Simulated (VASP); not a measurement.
# Pressure and energy of antiferromagnetic MnPt (P4/mmm) under uniform volume scaling, PBEsol + D3(BJ)

MnPt is an ordered intermetallic in which layers of manganese and platinum alternate along the tetragonal axis. The manganese atoms carry the moments, which are ordered antiparallel and cancel. Such antiferromagnets serve as pinning layers in magnetic sensors and read heads, where mismatch with neighbouring films and changes of temperature put the lattice under stress. This memo asks how much pressure goes with a given change of volume, and what it costs in energy. Volume changes are counted from the minimum of the fitted energy curve, energies from the lowest computed point. Positive pressure means a compressed cell. The axial ratio is held fixed, so the series describes uniform scaling and not the in-plane strain of an epitaxial film.

## Systems and settings

A cell from a diffraction database, relaxed at this level and then scaled evenly, fractional positions kept. VASP 6.6.1, plane waves with PAW, PBEsol + D3(BJ), cutoff 400 eV, k mesh 7×7×5, collinear spin, no spin-orbit coupling, static lattice. A Birch-Murnaghan fit to the energies has its minimum at 13.56 Å³ per atom.

Notes on method and selection:

- The pressure is that of a finite plane-wave basis, so it need not vanish exactly at the minimum of the energy.
- Only series whose fit has its minimum inside the range and an error under 0.5 meV per atom are shown.
- Where rows or columns differ in functional or spin-orbit coupling, non-spherical gradient terms in the PAW spheres (LASPH) may be on in some and off in others.
- Runs that did not converge, have known faults or may not be shown are not listed, and runs on Ansatz's PAW sets soft_1 and soft_2 are kept to separate tables.

Columns:

- volume change (%): volume relative to the fitted equilibrium volume.
- pressure (GPa): pressure from the stress tensor (positive: compressed).
- energy (meV/atom): energy per atom above the lowest point of the series.

## Data

| member | volume change (%) | pressure (GPa) | energy (meV/atom) |
| --- | --- | --- | --- |
| 12.70 Å³ | −6.31 | 16.31 | 42.6 |
| 12.97 Å³ | −4.31 | 10.23 | 19.0 |
| 13.25 Å³ | −2.32 | 4.82 | 5.2 |
| 13.52 Å³ | −0.33 | 0.03 | 0.0 |
| 13.79 Å³ | 1.67 | −4.21 | 2.3 |
| 14.06 Å³ | 3.66 | ? | ? |
| 14.33 Å³ | 5.65 | −11.34 | 26.8 |

Cells marked ? are withheld until the estimate has been made.

Least-squares fits to the members shown, with x = volume change (%); R² and errors in the fitted variable (y, or ln y where the fit is in ln y):

| y | members | fit | R² | rms residual | leave-one-out rms | the same for the mean of the others |
| --- | --- | --- | --- | --- | --- | --- |
| pressure (GPa) | 6 | y = −0.7247 − 2.259 x + 0.06842 x² | 1.00 | 0.059 | 0.27 | 11 |
| energy (meV/atom) | 6 | y = −0.5619 − 0.5724 x + 0.9723 x² | 1.00 | 0.79 | 3.5 | 18 |

## Why the values move as they do

The pressure falls at every step from 12.70 to 14.33 Å³, and it falls more slowly as the cell grows. Between the two smallest cells the slope is (10.23 − 16.31) / 2.00 = −3.04 GPa per percent of volume. Between 13.79 and 14.33 Å³ it is (−11.34 + 4.21) / 3.98 = −1.79 GPa per percent. Squeezing forces the electron clouds of neighbouring atoms into each other, and the repulsion rises steeply with shorter distance. Stretching works against metallic bonding, which weakens as the d orbitals overlap less. The manganese moments also grow with volume, which favours expansion and can soften the lattice; the columns do not give the size of this contribution.

Around equilibrium the slope is (−4.21 − 4.82) / 3.99 = −2.26 GPa per percent, which corresponds to a bulk modulus of 100 × 2.26 = 226 GPa at fixed axial ratio. Letting the cell shape relax could only lower this stiffness. The energies agree with it: 0.5 × (226 / 160.2) × 13.56 × 1000 × 0.01² = 0.96 meV per atom for a change of one percent, close to the quadratic coefficient of 0.97 in the energy fit. Here 160.2 converts GPa to eV/Å³.

The pressure is nearly zero at −0.33 % and not at the energy minimum, where the fit gives −0.72 GPa. This is an effect of the finite basis. At a fixed cutoff a larger cell has more plane waves, which lowers its energy a little. The stress tensor does not count this gain, so the computed pressure comes out too low. For device estimates the offset matters at small strains: −0.72 GPa is equivalent to about 0.3 % in volume.

Away from equilibrium the stress along the tetragonal axis is larger in size than that across it. The tabulated pressure is therefore an average over directions, not a hydrostatic load.

## An estimate before looking

Plain estimates from the members shown:

- 14.06 Å³, fit at x = 3.66: −8.08 GPa
- 14.06 Å³, straight-line interpolation between 13.79 Å³ and 14.33 Å³: w = (3.66 − 1.67) / (5.65 − 1.67) = 0.500, so −4.21 + 0.500 × (−11.34 − (−4.21)) = −7.78 GPa

The cell at 14.06 Å³ lies midway between two computed cells. The straight line between them, −7.78 GPa, is too high because the pressure curve bends upward, and a chord runs above such a curve. The quadratic fit allows for the bend but assumes that it is constant. Over the five smallest cells the successive slopes change by 0.67, 0.62 and 0.55 GPa per step, so the bend weakens with expansion.

We therefore pass a cubic through the four cells at 13.25, 13.52, 13.79 and 14.33 Å³. For practically equal steps in volume this gives

0.25 × 4.82 − 0.03 + 1.5 × (−4.21) + 0.25 × (−11.34) = −7.98 GPa.

The same weights, moved two steps towards smaller volume, can be tried on the cell at 13.52 Å³: 0.25 × 16.31 − 10.23 + 1.5 × 4.82 + 0.25 × (−4.21) = 0.03 GPa, against 0.03 GPa in the table.

The antiparallel order is kept at every volume and the moments grow steadily, so there is no magnetic reason for a jump here. The basis offset is already contained in the pressures used and needs no correction.

The test miss is below 0.01 GPa, but it comes from the more densely sampled side. The bend changes by up to 0.07 GPa from one step to the next, and half of such a change enters at a midpoint. This gives an error of about 0.04 GPa.

**Committed estimate, 14.06 Å³: pressure = −7.98 ± 0.04 GPa.**

## Result

| member | volume change (%) | pressure (GPa) | energy (meV/atom) |
| --- | --- | --- | --- |
| 14.06 Å³ | 3.66 | −7.98 | 11.6 |

| member | estimate | pressure (GPa) | computed | estimate − computed | miss in error bars |
| --- | --- | --- | --- | --- | --- |
| 14.06 Å³ | committed | −7.98 | −7.98 | 0.00 | 0.0 |
| 14.06 Å³ | fit | −8.08 | −7.98 | −0.10 |  |
| 14.06 Å³ | interpolation | −7.78 | −7.98 | +0.21 |  |

The estimate of −7.98 GPa agrees with the computed pressure to the last printed digit and lies well inside its error bar of 0.04 GPa. The quadratic fit came out 0.10 GPa too low and the straight line 0.21 GPa too high.

The argument from the weakening bend was right. With the new cell included, the successive pressure steps change by 0.67, 0.62, 0.55, 0.47 and 0.41 GPa from the compressed to the expanded side. Half of the last change, 0.5 × 0.41 = 0.21 GPa, is the miss of the straight line.

One hit cannot show whether an error bar is well sized, but the reasoning behind ours was faulty. The cubic already contains a steady change of the bend, so we should not have charged that change as an error. We also set the test at 13.52 Å³ aside as coming from a more densely sampled side, although it used the same spacing of cells.

The result fits a lattice that softens smoothly on expansion, with no sign of a magnetic or structural jump at this cell. It does not tell how much of the softening comes from the growing manganese moments.

## Residuals

Least-squares fits to the whole series, with x = volume change (%); R² and errors in the fitted variable (y, or ln y where the fit is in ln y):

| y | members | fit | R² | rms residual | leave-one-out rms | the same for the mean of the others |
| --- | --- | --- | --- | --- | --- | --- |
| pressure (GPa) | 7 | y = −0.7097 − 2.256 x + 0.06842 x² | 1.00 | 0.063 | 0.16 | 11 |
| energy (meV/atom) | 7 | y = −0.3717 − 0.5282 x + 0.9723 x² | 1.00 | 0.83 | 2.2 | 17 |

Largest departures from the fit to the whole series:

| member | pressure (GPa) | fit | computed − fit | in rms residuals |
| --- | --- | --- | --- | --- |
| 13.79 Å³ | −4.21 | −4.29 | +0.08 | 1.2 |
| 13.25 Å³ | 4.82 | 4.89 | −0.07 | 1.2 |
| 14.06 Å³ | −7.98 | −8.05 | +0.07 | 1.1 |
| 14.33 Å³ | −11.34 | −11.27 | −0.07 | 1.1 |

No cell stands out: the largest departure from the quadratic fit is 0.08 GPa, at 13.79 Å³, or 1.2 rms residuals. The computed pressures lie above the fit at 13.79 and 14.06 Å³ and below it at 13.25 and 14.33 Å³, which is the pattern left when a curve whose bend weakens with volume is fitted with a constant bend.

## Closing remarks

From −6.31 to 5.65 % in volume, the pressure falls smoothly and the lattice softens, from 3.04 GPa per percent between the two smallest cells to (11.34 − 7.98) / 1.99 = 1.69 GPa per percent between the two largest. At the withheld cell the quadratic fit missed by 0.10 GPa, and a cubic through neighbouring cells did better.

Near the computed minimum, 1 GPa of added pressure reduces the volume by about 1 / 2.26 = 0.44 %, or 0.44 / 3 = 0.15 % in each length. This holds for the computed lattice at a fixed axial ratio; under a truly hydrostatic load its volume would shrink by at least as much. It should not be carried over to a real device as it stands. The diffraction cell from which the relaxation started is larger than every cell in the table, so it lies more than 5.65 % above the fitted minimum, and its axial ratio is smaller. With the same magnetic order, the calculation puts that cell under stronger tension than the one at 14.33 Å³. If the real material has a volume near that of the diffraction cell, 226 GPa is probably too stiff: between the two largest cells of the series, 1 GPa already changes the volume by 1 / 1.69 = 0.59 %. For device estimates we named only the basis offset, about 0.3 % in volume; this distance is far larger and should have been named with it.

The static lattice leaves out vibrations, which add a positive pressure. With a classical vibrational energy of 3kT, about 0.078 eV per atom at room temperature, and an assumed Grüneisen parameter of 2, this is roughly 2 × 0.078 / 13.56 × 160.2 = 1.8 GPa. It matters near equilibrium and shifts the zero-pressure volume upward by about 1.8 / 2.26 = 0.8 %. That is a step towards the diffraction cell, but it covers less than 0.8 / 5.65 = 0.14 of the distance. The series does not show where the rest comes from.
